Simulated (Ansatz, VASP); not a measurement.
# Cross-check of WSe2 between VASP and Ansatz, part 2 of 2

One calculation is typed for both programs; each brings its own data sets. How far apart do they land? The cell is taken from a series of runs on this material, whose earlier steps may have relaxed, scaled, displaced or heated it; both programs get it as it stands.

VASP 6.6.1 and Ansatz 0.2.0.

So far: Set-up; Ansatz: zone-centre phonons, PBE with D3(BJ).

## 3. VASP: zone-centre phonons, PBE with D3(BJ)

Level of this step: PBE with D3(BJ), no spin polarisation; plane waves and PAW (W, Se) (VASP).

The same cell, functional and mesh now go to VASP, with its own data sets.

Lines of VASP's logs that name or quote its potential files are left out, and so is its time.

File INCAR:

```
SYSTEM = WSe2
PREC = Accurate
ENCUT = 600
EDIFF = 1E-08
NELM = 120
ISMEAR = 0
SIGMA = 0.01
LREAL = .FALSE.
ALGO = Normal
GGA = PE
IVDW = 12
NBANDS = 24
LASPH = .TRUE.
LORBIT = 11
LWAVE = .FALSE.
LCHARG = .FALSE.
ISIF = 2
IBRION = 6
NFREE = 2
POTIM = 0.015
NSW = 1
GGA_COMPAT = .FALSE.
EFERMI = MIDGAP
KPAR = 2
```

File POSCAR:

```
WSe2
1.0
    3.2868671186      0.0000000000      0.0000000000
   -1.6434335593      2.8465104235      0.0000000000
    0.0000000000      0.0000000000     12.9170878248
W Se
2 4
Direct
    0.3333333333      0.6666666667      0.2500000000
    0.6666666667      0.3333333333      0.7500000000
    0.3333333333      0.6666666667      0.6196908082
    0.6666666667      0.3333333333      0.1196908082
    0.3333333333      0.6666666667      0.8803091918
    0.6666666667      0.3333333333      0.3803091918
```

File KPOINTS:

```
Automatic mesh
0
Gamma
9 9 2
0 0 0
```

Potentials, in the order of the species: W and Se (PBE family, release 64).

The run is started by

```console
> mpirun -np 2 vasp_std
```

Numbers of over 12 decimals in the logs are rounded to 6 here.

Log:

```text
[banner, memory and clock lines left out]
running    2 mpi-ranks, on    1 nodes
 distrk:  each k-point on    1 cores,    2 groups
 distr:  one band on    1 cores,    1 groups

 POSCAR found type information on POSCAR W Se
 POSCAR found :  2 types and       6 ions
 LDA part: xc-table for (Slater+PW92), standard interpolation
 POSCAR, INCAR and KPOINTS ok, starting setup
 FFT: planning ... GRIDC
 FFT: planning ... GRID_SOFT
 FFT: planning ... GRID
 WAVECAR not read
 entering main loop
       N       E                     dE             d eps       ncg     rms          rms(c)
DAV:   1     0.202015306366E+03    0.20202E+03   -0.17013E+04  1152   0.147E+03
DAV:   2    -0.264339550584E+02   -0.22845E+03   -0.21924E+03  1488   0.284E+02
DAV:   3    -0.448566522357E+02   -0.18423E+02   -0.18256E+02  1544   0.757E+01
DAV:   4    -0.452579101832E+02   -0.40126E+00   -0.39991E+00  1536   0.118E+01
DAV:   5    -0.452662075853E+02   -0.82974E-02   -0.82895E-02  1536   0.153E+00    0.307E+01
DAV:   6    -0.436825553574E+02    0.15837E+01   -0.82132E+00  1696   0.138E+01    0.120E+01
DAV:   7    -0.434270028296E+02    0.25555E+00   -0.43819E+00  1544   0.106E+01    0.774E+00
DAV:   8    -0.432370060121E+02    0.19000E+00   -0.62509E-01  1592   0.478E+00    0.638E-01
DAV:   9    -0.432365157396E+02    0.49027E-03   -0.61208E-02  1568   0.132E+00    0.400E-01
DAV:  10    -0.432358712373E+02    0.64450E-03   -0.61480E-03  1560   0.444E-01    0.218E-01
DAV:  11    -0.432359015922E+02   -0.30355E-04   -0.81029E-04  1464   0.149E-01    0.136E-01
DAV:  12    -0.432359326241E+02   -0.31032E-04   -0.31536E-04  1608   0.100E-01    0.340E-02
DAV:  13    -0.432359376249E+02   -0.50008E-05   -0.18282E-05  1480   0.258E-02    0.651E-03
DAV:  14    -0.432359380532E+02   -0.42839E-06   -0.23295E-06  1600   0.793E-03    0.470E-03
DAV:  15    -0.432359382858E+02   -0.23255E-06   -0.13389E-07  1504   0.222E-03    0.273E-03
DAV:  16    -0.432359381251E+02    0.16073E-06   -0.92804E-08  1464   0.152E-03    0.119E-03
DAV:  17    -0.432359381341E+02   -0.90690E-08   -0.19139E-08  1216   0.734E-04
   1 F= -.46044746E+02 E0= -.46044746E+02  d E =0.000000E+00
[... from here on, the cycles between the ionic steps are left out ...]
   2 F= -.46042676E+02 E0= -.46042676E+02  d E =0.000000E+00
   3 F= -.46042676E+02 E0= -.46042676E+02  d E =0.000000E+00
   4 F= -.46041534E+02 E0= -.46041534E+02  d E =0.000000E+00
   5 F= -.46041534E+02 E0= -.46041534E+02  d E =0.000000E+00
   6 F= -.46043747E+02 E0= -.46043747E+02  d E =0.000000E+00
   7 F= -.46043747E+02 E0= -.46043747E+02  d E =0.000000E+00
   8 F= -.46043558E+02 E0= -.46043558E+02  d E =0.000000E+00
 Finite differences progress:
  Degree of freedom:   4/  4
  Displacement:        1/  2
  Total:               7/  8
 bond charge predicted
       N       E                     dE             d eps       ncg     rms          rms(c)
DAV:   1    -0.432313602162E+02    0.34634E-02   -0.79719E-01  1176   0.396E+00    0.338E-01
DAV:   2    -0.432334807003E+02   -0.21205E-02   -0.27333E-02  1520   0.956E-01    0.361E-01
DAV:   3    -0.432334682670E+02    0.12433E-04   -0.33443E-04  1336   0.106E-01    0.298E-01
DAV:   4    -0.432334158929E+02    0.52374E-04   -0.32576E-04  1560   0.995E-02    0.231E-02
DAV:   5    -0.432334014274E+02    0.14465E-04   -0.71397E-05  1528   0.575E-02    0.192E-02
DAV:   6    -0.432333985583E+02    0.28691E-05   -0.12486E-05  1560   0.207E-02    0.102E-02
DAV:   7    -0.432333973843E+02    0.11740E-05   -0.47145E-06  1416   0.117E-02    0.487E-03
DAV:   8    -0.432333972869E+02    0.97404E-07   -0.11296E-06  1568   0.576E-03    0.200E-03
DAV:   9    -0.432333974285E+02   -0.14162E-06   -0.25615E-07  1512   0.270E-03    0.121E-03
DAV:  10    -0.432333974434E+02   -0.14911E-07   -0.29721E-08  1280   0.983E-04    0.906E-04
DAV:  11    -0.432333974447E+02   -0.12615E-08   -0.18528E-08   960   0.111E-03
   9 F= -.46042284E+02 E0= -.46042284E+02  d E =0.000000E+00
 Finite differences progress:
  Degree of freedom:   4/  4
  Displacement:        2/  2
  Total:               8/  8
```

From OUTCAR (step 3):

```text
ion  position               nearest neighbor table
   1  0.333  0.667  0.250-   4 2.54   6 2.54   4 2.54   6 2.54   4 2.54   6 2.54
   2  0.667  0.333  0.750-   3 2.54   5 2.54   3 2.54   5 2.54   3 2.54   5 2.54
   3  0.333  0.667  0.620-   2 2.54   2 2.54   2 2.54
   4  0.667  0.333  0.120-   1 2.54   1 2.54   1 2.54
   5  0.333  0.667  0.880-   2 2.54   2 2.54   2 2.54
   6  0.667  0.333  0.380-   1 2.54   1 2.54   1 2.54

  LATTYP: Found a hexagonal cell.
 ALAT       =     3.2868671186
 C/A-ratio  =     3.9299087425

 Subroutine GETGRP returns: Found 24 space group operations
 (whereof 12 operations were pure point group operations)

The static configuration has the point symmetry D_3d.
 The point group associated with its full space group is D_6h.

 Found     24 irreducible k-points:

   k-points           NKPTS =     24   k-points in BZ     NKDIM =     24   number of bands    NBANDS=     24

   dimension x,y,z NGX =    28 NGY =   28 NGZ =  108
   dimension x,y,z NGXF=    56 NGYF=   56 NGZF=  216

   ENCUT  =  600.0 eV  44.10 Ry    6.64 a.u.   6.56  6.56 25.80*2*pi/ulx,y,z

   NELECT =      36.0000    total number of electrons

 k-points in reciprocal lattice and weights: Automatic mesh
   0.00000000  0.00000000  0.00000000       0.006
   0.11111111 -0.00000000  0.00000000       0.037
   0.22222222 -0.00000000  0.00000000       0.037
   0.33333333  0.00000000  0.00000000       0.037
   0.44444444 -0.00000000  0.00000000       0.037
   0.11111111  0.11111111  0.00000000       0.037
   0.22222222  0.11111111  0.00000000       0.074
   0.33333333  0.11111111  0.00000000       0.074
   0.44444444  0.11111111  0.00000000       0.037
[...]
0.33333333  0.22222222  0.50000000       0.074
   0.33333333  0.33333333  0.50000000       0.012

 Edisp (eV)   -2.80873

 average (electrostatic) potential at core
       1 -40.6666       2 -40.6694       3 -53.1943       4 -53.2047       5 -53.1975
       6 -53.2067

 E-fermi :   5.8663

 k-point     1 :       0.0000    0.0000    0.0000
  band No.  band energies     occupation
    ...
     14       3.9383      2.00000
     15       3.9383      2.00000
     16       4.2075      2.00000
     17       4.3633      2.00000
     18       5.3452      2.00000
     19       8.0061      0.00000
     20       8.0061      0.00000
     21       8.0583      0.00000
     22       8.0583      0.00000
     23       8.0805      0.00000
    ...

 k-point     2 :       0.1111   -0.0000    0.0000
  band No.  band energies     occupation
    ...
     14       3.6423      2.00000
     15       3.7868      2.00000
     16       4.2515      2.00000
     17       4.5296      2.00000
     18       5.0392      2.00000
     19       7.4884      0.00000
     20       7.6951      0.00000
     21       7.8034      0.00000
     22       7.8142      0.00000
     23       7.8358      0.00000
    ...

 k-point     3 :       0.2222   -0.0000    0.0000
  band No.  band energies     occupation
    ...
     14       3.3655      2.00000
     15       3.4573      2.00000
     16       4.0181      2.00000
     17       4.1353      2.00000
     18       4.2851      2.00000
     19       6.6977      0.00000
     20       7.3971      0.00000
     21       7.5664      0.00000
     22       7.6055      0.00000
     23       7.6851      0.00000
    ...

  FREE ENERGIE OF THE ION-ELECTRON SYSTEM (eV)
  ---------------------------------------------------
  free  energy   TOTEN  =       -46.0422841803 eV

  energy  without entropy=      -46.0422841803  energy(sigma->0) =      -46.04228418

 Eigenvectors and eigenvalues of the dynamical matrix
 ----------------------------------------------------

   1 f  =    9.120479 THz    57.305661 2PiTHz  304.226441 cm-1    37.719254 meV
             X         Y         Z           dx          dy          dz
     -0.000000  1.897674  3.229272     0.000000   -0.000000   -0.474443
      1.643434  0.948837  9.687816    -0.000000    0.000000    0.474443
     -0.000000  1.897674  8.004601    -0.000000   -0.000000   -0.370745
      1.643434  0.948837  1.546057    -0.000000    0.000000    0.370745
     -0.000000  1.897674 11.371031    -0.000000   -0.000000   -0.370745
      1.643434  0.948837  4.912487    -0.000000    0.000000    0.370745

   2 f  =    9.031136 THz    56.744304 2PiTHz  301.246287 cm-1    37.349763 meV
             X         Y         Z           dx          dy          dz
     -0.000000  1.897674  3.229272    -0.000000    0.000000    0.480641
      1.643434  0.948837  9.687816     0.000000    0.000000    0.480641
     -0.000000  1.897674  8.004601    -0.000000   -0.000000   -0.366732
      1.643434  0.948837  1.546057     0.000000   -0.000000   -0.366732
     -0.000000  1.897674 11.371031    -0.000000   -0.000000   -0.366732
      1.643434  0.948837  4.912487     0.000000   -0.000000   -0.366732

   3 f  =    7.510926 THz    47.192540 2PiTHz  250.537525 cm-1    31.062680 meV
             X         Y         Z           dx          dy          dz
     -0.000000  1.897674  3.229272     0.000000    0.000000   -0.000000
      1.643434  0.948837  9.687816    -0.000000    0.000000   -0.000000
     -0.000000  1.897674  8.004601     0.000000   -0.000000    0.500000
      1.643434  0.948837  1.546057    -0.000000   -0.000000    0.500000
     -0.000000  1.897674 11.371031     0.000000   -0.000000   -0.500000
      1.643434  0.948837  4.912487    -0.000000   -0.000000   -0.500000

   4 f  =    7.364091 THz    46.269948 2PiTHz  245.639633 cm-1    30.455419 meV
             X         Y         Z           dx          dy          dz
     -0.000000  1.897674  3.229272     0.000000    0.000000   -0.000000
      1.643434  0.948837  9.687816     0.000000   -0.000000    0.000000
     -0.000000  1.897674  8.004601    -0.000000    0.000000   -0.500000
      1.643434  0.948837  1.546057    -0.000000   -0.000000    0.500000
     -0.000000  1.897674 11.371031    -0.000000    0.000000    0.500000
      1.643434  0.948837  4.912487    -0.000000   -0.000000   -0.500000

   5 f  =    7.264525 THz    45.644354 2PiTHz  242.318456 cm-1    30.043646 meV
             X         Y         Z           dx          dy          dz
     -0.000000  1.897674  3.229272    -0.480628   -0.000000   -0.000000
      1.643434  0.948837  9.687816    -0.480628   -0.000000    0.000000
     -0.000000  1.897674  8.004601     0.366740    0.000000   -0.000000
      1.643434  0.948837  1.546057     0.366740    0.000000    0.000000
     -0.000000  1.897674 11.371031     0.366740    0.000000    0.000000
      1.643434  0.948837  4.912487     0.366740    0.000000   -0.000000

   6 f  =    7.264525 THz    45.644354 2PiTHz  242.318456 cm-1    30.043646 meV
             X         Y         Z           dx          dy          dz
     -0.000000  1.897674  3.229272    -0.000000    0.480628   -0.000000
      1.643434  0.948837  9.687816    -0.000000    0.480628   -0.000000
     -0.000000  1.897674  8.004601     0.000000   -0.366740   -0.000000
      1.643434  0.948837  1.546057     0.000000   -0.366740   -0.000000
     -0.000000  1.897674 11.371031     0.000000   -0.366740    0.000000
      1.643434  0.948837  4.912487     0.000000   -0.366740    0.000000

   7 f  =    7.261320 THz    45.624218 2PiTHz  242.211556 cm-1    30.030392 meV
             X         Y         Z           dx          dy          dz
     -0.000000  1.897674  3.229272    -0.479450   -0.000004   -0.000000
      1.643434  0.948837  9.687816     0.479450    0.000004   -0.000000
     -0.000000  1.897674  8.004601    -0.367510   -0.000003   -0.000000
      1.643434  0.948837  1.546057     0.367510    0.000003    0.000000
     -0.000000  1.897674 11.371031    -0.367510   -0.000003    0.000000
      1.643434  0.948837  4.912487     0.367510    0.000003   -0.000000

   8 f  =    7.261320 THz    45.624218 2PiTHz  242.211556 cm-1    30.030392 meV
             X         Y         Z           dx          dy          dz
     -0.000000  1.897674  3.229272    -0.000004    0.479450   -0.000000
      1.643434  0.948837  9.687816     0.000004   -0.479450   -0.000000
     -0.000000  1.897674  8.004601    -0.000003    0.367510    0.000000
      1.643434  0.948837  1.546057     0.000003   -0.367510   -0.000000
     -0.000000  1.897674 11.371031    -0.000003    0.367510   -0.000000
      1.643434  0.948837  4.912487     0.000003   -0.367510    0.000000

   9 f  =    5.166498 THz    32.462065 2PiTHz  172.335825 cm-1    21.366910 meV
             X         Y         Z           dx          dy          dz
     -0.000000  1.897674  3.229272    -0.000000   -0.000000   -0.000000
      1.643434  0.948837  9.687816     0.000000   -0.000000    0.000000
     -0.000000  1.897674  8.004601    -0.500000   -0.000003   -0.000000
      1.643434  0.948837  1.546057    -0.500000   -0.000003    0.000000
     -0.000000  1.897674 11.371031     0.500000    0.000003    0.000000
      1.643434  0.948837  4.912487     0.500000    0.000003   -0.000000

  10 f  =    5.166498 THz    32.462065 2PiTHz  172.335825 cm-1    21.366910 meV
             X         Y         Z           dx          dy          dz
     -0.000000  1.897674  3.229272    -0.000000    0.000000    0.000000
      1.643434  0.948837  9.687816     0.000000    0.000000    0.000000
     -0.000000  1.897674  8.004601    -0.000003    0.500000    0.000000
      1.643434  0.948837  1.546057    -0.000003    0.500000    0.000000
     -0.000000  1.897674 11.371031     0.000003   -0.500000    0.000000
      1.643434  0.948837  4.912487     0.000003   -0.500000    0.000000

  11 f  =    5.112942 THz    32.125560 2PiTHz  170.549377 cm-1    21.145418 meV
             X         Y         Z           dx          dy          dz
     -0.000000  1.897674  3.229272     0.000000    0.000000    0.000000
      1.643434  0.948837  9.687816    -0.000000   -0.000000    0.000000
     -0.000000  1.897674  8.004601    -0.500000   -0.000002   -0.000000
      1.643434  0.948837  1.546057     0.500000    0.000002   -0.000000
     -0.000000  1.897674 11.371031     0.500000    0.000002    0.000000
      1.643434  0.948837  4.912487    -0.500000   -0.000002    0.000000

  12 f  =    5.112942 THz    32.125560 2PiTHz  170.549377 cm-1    21.145418 meV
             X         Y         Z           dx          dy          dz
     -0.000000  1.897674  3.229272    -0.000000   -0.000000    0.000000
      1.643434  0.948837  9.687816     0.000000    0.000000   -0.000000
     -0.000000  1.897674  8.004601     0.000002   -0.500000   -0.000000
      1.643434  0.948837  1.546057    -0.000002    0.500000    0.000000
     -0.000000  1.897674 11.371031    -0.000002    0.500000   -0.000000
      1.643434  0.948837  4.912487     0.000002   -0.500000    0.000000

  13 f  =    1.199170 THz     7.534608 2PiTHz   40.000010 cm-1     4.959367 meV
             X         Y         Z           dx          dy          dz
     -0.000000  1.897674  3.229272    -0.000000   -0.000000    0.524313
      1.643434  0.948837  9.687816    -0.000000    0.000000   -0.524313
     -0.000000  1.897674  8.004601    -0.000000    0.000000   -0.335482
      1.643434  0.948837  1.546057    -0.000000   -0.000000    0.335482
     -0.000000  1.897674 11.371031    -0.000000    0.000000   -0.335482
      1.643434  0.948837  4.912487    -0.000000   -0.000000    0.335482
    [... 42 further lines ...]
      1.643434  0.948837  1.546057    -0.336732    0.045972   -0.000000
     -0.000000  1.897674 11.371031    -0.336732    0.045972   -0.000000
      1.643434  0.948837  4.912487    -0.336732    0.045972   -0.000000

 ELASTIC MODULI CONTR FROM IONIC RELAXATION (kBar)
 Direction    XX          YY          ZZ          XY          YZ          ZX
 --------------------------------------------------------------------------------
 XX        -419.8800   -264.3716   -880.2600      0.0000      0.0000      0.0000
 YY        -264.3716   -419.8800   -880.2600     -0.0000     -0.0000     -0.0000
 ZZ        -880.2600   -880.2600  -2264.8325      0.0000     -0.0000     -0.0000
 XY           0.0000     -0.0000      0.0000    -77.7542     -0.0000     -0.0000
 YZ           0.0000      0.0000     -0.0000     -0.0000  -1150.1189     -0.0000
 ZX           0.0000     -0.0000     -0.0000      0.0000     -0.0000  -1150.1175
 --------------------------------------------------------------------------------

 total charge
# of ion       s       p       d       tot
------------------------------------------
    1        0.535   0.616   4.168   5.319
    2        0.535   0.616   4.168   5.319
    3        1.477   2.346   0.069   3.892
    4        1.477   2.346   0.069   3.892
    5        1.477   2.346   0.069   3.892
    6        1.477   2.346   0.069   3.892
--------------------------------------------------
tot          6.980  10.615   8.613  26.208

[... 3 further parts left out ...]
```

CONTCAR:

```
WSe2
   1.00000000000000
     3.2868671186000000    0.0000000000000000    0.0000000000000000
    -1.6434335593000000    2.8465104234999998    0.0000000000000000
     0.0000000000000000    0.0000000000000000   12.9170878247999994
  W               Se
     2     4
Direct
     0.3333333332999970    0.6666666667000030    0.2500000000000000
     0.6666666667000030    0.3333333332999970    0.7500000000000000
     0.3333333332999970    0.6666666667000030    0.6185295557409721
     0.6666666667000030    0.3333333332999970    0.1196908081999979
     0.3333333332999970    0.6666666667000030    0.8803091918000021
     0.6666666667000030    0.3333333332999970    0.3803091918000021
```

Levels, forces or a CONTCAR printed for this step are those of its last displaced cell, not of the structure at rest.

## 4. Side by side

Known differences besides the potentials themselves: fixed occupations in Ansatz, narrow Gaussian smearing in VASP; the data sets hold 92 valence electrons in Ansatz (on its PAW soft_1 files) and 36 in VASP; the cutoff is 420 eV in Ansatz and 600 eV in VASP; Ansatz takes the dispersion share of the force constants at frozen C6 weights, VASP differentiates the full forces; VASP uses finite displacements, Ansatz perturbation theory. Total energies have different zeros and are not compared.

Compared:

```csv
quantity,Ansatz,VASP,difference
optical mode 1 to 2 (cm⁻¹),24.1,24.2,-0.1
optical mode 3 (cm⁻¹),40.1,40.0,+0.1
optical mode 4 to 5 (cm⁻¹),170.3,170.5,-0.17 %
optical mode 6 to 7 (cm⁻¹),172.1,172.3,-0.16 %
optical mode 8 to 11 (cm⁻¹),242.0,242.2,-0.10 %
optical mode 12 (cm⁻¹),243.8,245.6,-0.75 %
optical mode 13 (cm⁻¹),248.8,250.5,-0.69 %
optical mode 14 (cm⁻¹),301.3,301.2,+0.01 %
optical mode 15 (cm⁻¹),304.2,304.2,+0.00 %
```

Modes are paired by rising frequency, not by their patterns, so a pair may set unlike modes beside each other; they are those without the splitting of longitudinal modes.

## 5. Results

```json
{
 "r.m.s. difference of the optical zone-centre modes, each program's sorted by frequency (zone-centre phonons, PBE with D3(BJ))": "0.68 cm⁻¹",
 "difference in optical mode 12 (zone-centre phonons, PBE with D3(BJ))": "-0.8 %"
}
```

In words: The r.m.s. difference of the optical zone-centre modes, each program's sorted by frequency is 0.68 cm⁻¹ (zone-centre phonons, PBE with D3(BJ)). The data sets hold unlike numbers of valence electrons (92 in Ansatz and 36 in VASP), so part of the differences comes from the potentials. Among the rows given in per cent, the largest difference of the zone-centre phonons, PBE with D3(BJ) pair is in optical mode 12, -0.8 %. How closely two codes agree says nothing of how well the functional describes the real material.

[Lines on the potential files, build, host, timing and source positions are cut from VASP's logs without a mark.]

[Logs are printed without paths, hosts, clocks, repeated set-up lines and the standing remarks that a program may print on its own settings, such as how far it seeks lower states.]

[Hosts, paths, dates, database ids (printed as entryN), source tags and the programs' standing remarks are cut or masked in the printed files.]
